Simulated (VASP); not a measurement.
Output of a VASP run:

File OUTCAR:
```
 ion  position               nearest neighbor table
   1  0.000  0.000  0.000-   8 1.93   8 1.93   8 1.93   5 1.94   3 3.15   3 3.15   3 3.15   4 3.16
                             4 3.16   4 3.16
   2  0.000  0.000  0.500-   7 1.93   7 1.93   7 1.93   6 1.94   4 3.15   4 3.15   4 3.15   3 3.16
                             3 3.16   3 3.16
   3  0.667  0.333  0.750-   7 1.93   5 1.93   5 1.93   5 1.93   1 3.15   1 3.15   1 3.15   2 3.16
                             2 3.16   2 3.16
   4  0.333  0.667  0.250-   8 1.93   6 1.93   6 1.93   6 1.93   2 3.15   2 3.15   2 3.15   1 3.16
                             1 3.16   1 3.16
   5  0.000  0.000  0.812-   3 1.93   3 1.93   3 1.93   1 1.94
   6  0.000  0.000  0.312-   4 1.93   4 1.93   4 1.93   2 1.94
   7  0.667  0.333  0.563-   3 1.93   2 1.93   2 1.93   2 1.93
   8  0.333  0.667  0.063-   4 1.93   1 1.93   1 1.93   1 1.93
  LATTYP: Found a hexagonal cell.
 ALAT       =     3.1492140000
 C/A-ratio  =     3.2737438612
 Subroutine PRICEL returns:
 Original cell was already a primitive cell.
 Subroutine GETGRP returns: Found 12 space group operations
The static configuration has the point symmetry C_3v.
 The point group associated with its full space group is C_6v.
The dynamic configuration has the point symmetry C_3v.
 Subroutine INISYM returns: Found 12 space group operations
 Subroutine IBZKPT returns following result:
 Found     60 irreducible k-points:

 Following reciprocal coordinates:
            Coordinates               Weight
  0.050000  0.050000  0.166667     12.000000
  0.150000  0.050000  0.166667     24.000000
  0.250000  0.050000  0.166667     24.000000
  0.350000  0.050000  0.166667     24.000000
  0.450000  0.050000  0.166667     24.000000
 -0.450000  0.050000  0.166667     24.000000
 -0.350000  0.050000  0.166667     24.000000
 -0.250000  0.050000  0.166667     24.000000
 -0.150000  0.050000  0.166667     24.000000
 -0.050000  0.050000  0.166667     12.000000
  0.150000  0.150000  0.166667     12.000000
  0.250000  0.150000  0.166667     24.000000
  0.350000  0.150000  0.166667     24.000000
  0.450000  0.150000  0.166667     24.000000
 -0.450000  0.150000  0.166667     24.000000
 -0.350000  0.150000  0.166667     24.000000
 -0.250000  0.150000  0.166667     24.000000
 -0.150000  0.150000  0.166667     12.000000
  0.250000  0.250000  0.166667     12.000000
  0.350000  0.250000  0.166667     24.000000
  0.450000  0.250000  0.166667     24.000000
 -0.450000  0.250000  0.166667     24.000000
 -0.350000  0.250000  0.166667     24.000000
 -0.250000  0.250000  0.166667     12.000000
  0.350000  0.350000  0.166667     12.000000
  0.450000  0.350000  0.166667     24.000000
 -0.450000  0.350000  0.166667     24.000000
 -0.350000  0.350000  0.166667     12.000000
  0.450000  0.450000  0.166667     12.000000
 -0.450000  0.450000  0.166667     12.000000
  0.050000  0.050000  0.500000      6.000000
  0.150000  0.050000  0.500000     12.000000
  0.250000  0.050000  0.500000     12.000000
  0.350000  0.050000  0.500000     12.000000
  0.450000  0.050000  0.500000     12.000000
 -0.450000  0.050000  0.500000     12.000000
 -0.350000  0.050000  0.500000     12.000000
 -0.250000  0.050000  0.500000     12.000000
 -0.150000  0.050000  0.500000     12.000000
 -0.050000  0.050000  0.500000      6.000000
   k-points           NKPTS =     60   k-points in BZ     NKDIM =     60   number of bands    NBANDS=     21
   number of dos      NEDOS =    301   number of ions     NIONS =      8
   total plane-waves  NPLWV =  40320
   dimension x,y,z NGX =    24 NGY =   24 NGZ =   70
   dimension x,y,z NGXF=    48 NGYF=   48 NGZF=  140
   ions per type =               4   4
   PREC   = accura    normal or accurate (medium, high low for compatibility)
   ISTART =      0    job   : 0-new  1-cont  2-samecut
   ICHARG =      2    charge: 1-file 2-atom 10-const
   ISPIN  =      1    spin polarized calculation?
   LNONCOLLINEAR =      F non collinear calculations
   LSORBIT =      F    spin-orbit coupling
...
```

### OSZICAR
```
       N       E                     dE             d eps       ncg     rms          rms(c)
DAV:   1     0.997521722379E+02    0.99752E+02   -0.12679E+04  2576   0.107E+03
DAV:   2    -0.620266535230E+02   -0.16178E+03   -0.15271E+03  3616   0.230E+02
DAV:   3    -0.706739017649E+02   -0.86472E+01   -0.86062E+01  3120   0.592E+01
DAV:   4    -0.707667637289E+02   -0.92862E-01   -0.92789E-01  2990   0.690E+00
DAV:   5    -0.707684741292E+02   -0.17104E-02   -0.17102E-02  3122   0.929E-01    0.159E+01
DAV:   6    -0.625069840239E+02    0.82615E+01   -0.36707E+01  2890   0.322E+01    0.606E+00
DAV:   7    -0.624454042626E+02    0.61580E-01   -0.79065E-01  3000   0.565E+00    0.403E+00
DAV:   8    -0.623765134130E+02    0.68891E-01   -0.93547E-02  2885   0.259E+00    0.472E-01
DAV:   9    -0.623731016129E+02    0.34118E-02   -0.13301E-02  3100   0.633E-01    0.311E-01
DAV:  10    -0.623736335259E+02   -0.53191E-03   -0.30002E-03  3050   0.318E-01    0.198E-01
DAV:  11    -0.623734696517E+02    0.16387E-03   -0.62191E-04  2985   0.157E-01    0.495E-02
DAV:  12    -0.623734710931E+02   -0.14414E-05   -0.56756E-05  2996   0.525E-02    0.229E-02
DAV:  13    -0.623734703820E+02    0.71112E-06   -0.20974E-06  2235   0.117E-02
   1 F= -.62373470E+02 E0= -.62373470E+02  d E =-.219619E-13
```

OUTCAR:
```
------------------------ aborting loop because EDIFF is reached ----------------------------------------
  FORCE on cell =-STRESS in cart. coord.  units (eV):
  Direction    XX          YY          ZZ          XY          YZ          ZX
  --------------------------------------------------------------------------------------
  Total       -6.9045713     -6.9045697     -8.1326984      0.0000025      0.0000000      0.0000000
  in kB     -124.9296451   -124.9296153   -147.1510798      0.0000458      0.0000000      0.0000000
  external PRESSURE =    -132.3367801 kB  Pullay stress =       0.0000000 kB
  volume of cell :       88.55
      direct lattice vectors                 reciprocal lattice vectors
     3.149214000  0.000000000  0.000000000     0.317539551  0.183331684  0.000000000
    -1.574608000  2.727299000  0.000000000     0.000000000  0.366663134  0.000000000
     0.000000000  0.000000000 10.309720000     0.000000000  0.000000000  0.096995845
  FREE ENERGIE OF THE ION-ELECTRON SYSTEM (eV)
  ---------------------------------------------------
  free  energy   TOTEN  =       -62.3734703820 eV

  energy  without entropy=      -62.3734703820  energy(sigma->0) =      -62.37347038
```
(Selected blocks of OUTCAR.)

**POSCAR**
```
AlN
1
    3.1492140000     0.0000000000     0.0000000000
   -1.5746080000     2.7272990000     0.0000000000
    0.0000000000     0.0000000000    10.3097200000
Al N
4 4
Direct
  0.0000000000   0.0000000000   0.0000000000
  0.0000000000   0.0000000000   0.5000000000
  0.6666670000   0.3333330000   0.7501800000
  0.3333330000   0.6666670000   0.2501800000
  0.0000000000   0.0000000000   0.8121600000
  0.0000000000   0.0000000000   0.3121600000
  0.6666670000   0.3333330000   0.5632900000
  0.3333330000   0.6666670000   0.0632900000
```

Write an INCAR and KPOINTS that could have produced this output.

One answer among several that fit: the input of the run itself, PBEsol GGA, plane waves, VASP's PBE PAW potentials (set 64).

**INCAR**
```
SYSTEM = AlN
PREC = Accurate
ENCUT = 400
EDIFF = 1E-6
NELM = 100
ALGO = Normal
LREAL = .FALSE.
LASPH = .TRUE.
ISMEAR = 0
SIGMA = 0.05
GGA = PS
LWAVE = .FALSE.
LCHARG = .FALSE.
ISIF = 2
```

File KPOINTS:
```
kpoints
0
Gamma
  10 10 3
0.5 0.5 0.5
```

POTCAR, in this order: Al N (PBE.64 set). Program: vasp_std.

At this cut-off the stress carries a Pulay error, which pulls relaxed volumes low.

The structure was generated: AlN was put into an ordered model structure, which need not be its known phase. The cell was not relaxed at this level.
